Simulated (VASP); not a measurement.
An input for Quantum ESPRESSO's pw.x (written as the equivalent of a VASP run, and not itself run):

```
&CONTROL
  calculation = 'scf'
  pseudo_dir = './pseudo'
  outdir = './out'
  tprnfor = .true.
  tstress = .true.
/
&SYSTEM
  ibrav = 0
  nat = 12
  ntyp = 2
  ecutwfc = 102
  occupations = 'smearing'
  smearing = 'gaussian'
  degauss = 0.0588
  input_dft = 'pbe'
/
&ELECTRONS
  conv_thr = 7.3e-08
  electron_maxstep = 100
/
ATOMIC_SPECIES
  Cd 112.414 Cd.upf
  S 32.060 S.upf
CELL_PARAMETERS angstrom
     4.2211980    0.0000000    0.0000000
    -2.1105990    3.6556640    0.0000000
     0.0000000    0.0000000   31.7739000
ATOMIC_POSITIONS crystal
  Cd   0.0000000  0.0000000  0.7531620
  Cd   0.0000000  0.0000000  0.4335130
  Cd   0.6666670  0.3333330  0.6465590
  Cd   0.3333330  0.6666670  0.3269100
  Cd   0.6666670  0.3333330  0.2203070
  Cd   0.3333330  0.6666670  0.5399560
  S    0.0000000  0.0000000  0.6729930
  S    0.0000000  0.0000000  0.3533430
  S    0.6666670  0.3333330  0.5663890
  S    0.3333330  0.6666670  0.2467400
  S    0.6666670  0.3333330  0.7796930
  S    0.3333330  0.6666670  0.4600440
K_POINTS automatic
  5 5 1 0 0 0
```

Task: Write the VASP files for the same calculation (PBE).

Result: This is not unique; one that fits is 
POSCAR:
```
CdS
1
    4.2211980000     0.0000000000     0.0000000000
   -2.1105990000     3.6556640000     0.0000000000
    0.0000000000     0.0000000000    31.7739000000
Cd S
6 6
Direct
  0.0000000000   0.0000000000   0.7531620000
  0.0000000000   0.0000000000   0.4335130000
  0.6666670000   0.3333330000   0.6465590000
  0.3333330000   0.6666670000   0.3269100000
  0.6666670000   0.3333330000   0.2203070000
  0.3333330000   0.6666670000   0.5399560000
  0.0000000000   0.0000000000   0.6729930000
  0.0000000000   0.0000000000   0.3533430000
  0.6666670000   0.3333330000   0.5663890000
  0.3333330000   0.6666670000   0.2467400000
  0.6666670000   0.3333330000   0.7796930000
  0.3333330000   0.6666670000   0.4600440000
```

INCAR:
```
! general
SYSTEM  = CdS
PREC    = Accurate
ENCUT   = 300
LREAL   = .False.
LASPH   = .True.

! electronic loop
EDIFF   = 1E-6
NELM    = 100
ALGO    = Normal
LMAXMIX = 4

! smearing
ISMEAR  = 0
SIGMA   = 0.8

! functional
GGA     = PE

! ions
ISIF    = 2

! output
LWAVE   = .False.
LCHARG  = .False.
```

### KPOINTS
```
K-points
0
G
  5 5 1
```

POTCAR, in this order: Cd S (PBE.64 set). Program: vasp_std.

What does not carry over: the potentials are each code's own (VASP's PAW set, PseudoDojo norm-conserving files in pw.x), so ENCUT and ecutwfc are chosen apart and not converted; conv_thr bounds pw.x's estimated SCF error, while EDIFF bounds the energy change between steps.

The cell is a sheet with vacuum, built from a generated structure.
